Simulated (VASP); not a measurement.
Output of a VASP run:

### OSZICAR
```
       N       E                     dE             d eps       ncg     rms          rms(c)
DAV:   1     0.773401746135E+03    0.77340E+03   -0.36611E+04 15120   0.174E+03
DAV:   2    -0.261306286748E+02   -0.79953E+03   -0.78229E+03 18408   0.657E+02
DAV:   3    -0.965968448196E+02   -0.70466E+02   -0.69585E+02 25904   0.153E+02
DAV:   4    -0.100363742568E+03   -0.37669E+01   -0.37493E+01 23480   0.322E+01
DAV:   5    -0.100622791766E+03   -0.25905E+00   -0.25839E+00 25488   0.903E+00    0.347E+01
DAV:   6    -0.865163834938E+02    0.14106E+02   -0.10002E+02 21744   0.441E+01    0.121E+01
DAV:   7    -0.862699758637E+02    0.24641E+00   -0.10203E+01 23632   0.153E+01    0.749E+00
DAV:   8    -0.862397097373E+02    0.30266E-01   -0.17870E+00 19632   0.710E+00    0.283E+00
DAV:   9    -0.862303314509E+02    0.93783E-02   -0.44015E-01 24760   0.399E+00    0.927E-01
DAV:  10    -0.862264420256E+02    0.38894E-02   -0.11262E-01 23408   0.228E+00    0.607E-01
DAV:  11    -0.862269079195E+02   -0.46589E-03   -0.19612E-02 22392   0.101E+00    0.206E-01
DAV:  12    -0.862263192756E+02    0.58864E-03   -0.46631E-03 21040   0.359E-01    0.419E-02
DAV:  13    -0.862263331821E+02   -0.13907E-04   -0.73343E-04 22520   0.133E-01    0.374E-02
DAV:  14    -0.862263311451E+02    0.20371E-05   -0.70418E-05 26152   0.449E-02    0.201E-02
DAV:  15    -0.862263339272E+02   -0.27822E-05   -0.12186E-05 22792   0.155E-02    0.670E-03
DAV:  16    -0.862263365052E+02   -0.25779E-05   -0.29339E-06 20640   0.829E-03    0.200E-03
DAV:  17    -0.862263359927E+02    0.51251E-06   -0.36034E-07 15464   0.319E-03    0.948E-04
DAV:  18    -0.862263359152E+02    0.77475E-07   -0.44895E-08 12096   0.186E-03
   1 F= -.86226336E+02 E0= -.86226336E+02  d E =0.000000E+00
```

**OUTCAR**
```
------------------------ aborting loop because EDIFF is reached ----------------------------------------
  FORCE on cell =-STRESS in cart. coord.  units (eV):
  Direction    XX          YY          ZZ          XY          YZ          ZX
  --------------------------------------------------------------------------------------
  Total       -0.0786916     -0.0786916     -0.0786916      0.0440657     -0.0440657     -0.0440657
  in kB       -1.3829759     -1.3829759     -1.3829759      0.7744391     -0.7744391     -0.7744391
  external PRESSURE =      -1.3829759 kB  Pullay stress =       0.0000000 kB
  volume of cell :       91.16
      direct lattice vectors                 reciprocal lattice vectors
     0.000000000  2.248871131  2.248871131    -0.222190452  0.222477091  0.222190452
     2.248871131  0.000000000  2.248871131     0.222477091 -0.222190452  0.222190452
     9.007104235  9.007104235 -0.011619711     0.055475953  0.055475953 -0.055475953
 POSITION                                       TOTAL-FORCE (eV/Angst)
 -----------------------------------------------------------------------------------
      0.00000      0.00000      0.00000        -0.000000      0.000000      0.000000
      2.30166      2.30166      2.19609         0.003684      0.003684     -0.003684
      4.51693      4.51693      2.22968         0.007426      0.007426     -0.007426
      6.73904      6.73904      2.25644        -0.007426     -0.007426      0.007426
      8.95432      8.95432      2.29004        -0.003684     -0.003684      0.003684
      4.53389      4.53389      4.46159        -0.001648     -0.001648      0.001648
      4.50355      4.50355     -0.00581        -0.000000      0.000000     -0.000000
      6.72208      6.72208      0.02453         0.001648      0.001648     -0.001648
 -----------------------------------------------------------------------------------
    total drift:                               -0.000000     -0.000000      0.000000
  FREE ENERGIE OF THE ION-ELECTRON SYSTEM (eV)
  ---------------------------------------------------
  free  energy   TOTEN  =       -86.2263359152 eV

  energy  without entropy=      -86.2263359152  energy(sigma->0) =      -86.22633592

 total charge

# of ion       s       p       d       tot
------------------------------------------
    1        2.184   6.055   1.741   9.980
    2        0.879   1.517   0.000   2.396
    3        0.876   1.522   0.000   2.398
    4        0.876   1.522   0.000   2.398
    5        0.879   1.517   0.000   2.396
    6        2.172   6.087   2.383  10.642
    7        2.167   6.084   2.398  10.649
    8        2.172   6.087   2.383  10.642
--------------------------------------------------
tot         12.203  30.391   8.905  51.499
```
(Selected blocks of OUTCAR.)

**POSCAR**
```
Nb3ZrC4
1
   -0.0000000000     2.2488711311     2.2488711311
    2.2488711311    -0.0000000000     2.2488711311
    9.0071042347     9.0071042347    -0.0116197107
Zr C Nb
1 4 3
Direct
  0.0000000000   0.0000000000   0.0000000000
  0.4886088703   0.4886088703   0.1335433472
  0.4967081017   0.4967081017   0.3774689237
  0.5032918983   0.5032918983   0.6225310763
  0.5113911297   0.5113911297   0.8664566528
  0.9926223395   0.9926223395   0.2555332454
  0.0000000000   0.0000000000   0.5000000000
  0.0073776605   0.0073776605   0.7444667546
```

Problem. Write an INCAR and KPOINTS that could have produced this output.

Solution. This is not unique; one that fits is the input of the run itself, PBEsol GGA, plane waves, VASP's PBE PAW potentials (set 64).

**KPOINTS**
```
kpoints
0
Gamma
  13 13 4
0 0 0
```

**INCAR**
```
SYSTEM=Nb3ZrC4
PREC=Accurate; ENCUT=520; LREAL=.FALSE.
LASPH=.TRUE.
EDIFF=1E-7; NELM=100; ALGO=Normal
LMAXMIX=4
ISMEAR=-5
GGA=PS
ISIF=2
LWAVE=.FALSE.; LCHARG=.TRUE.; LORBIT=11
NEDOS=601
LEFG=.TRUE.
```

POTCAR, in this order: Zr_sv C Nb_sv (PBE.64 set). Program: vasp_std.

For a metal the tetrahedron method with Blöchl corrections gives inexact stress and forces.

The structure was generated: Nb3ZrC4 was put into an ordered model structure (R-3m), which need not be its known phase. It was relaxed first. The electron count is odd and the run is not spin-polarised, which forces a metal.
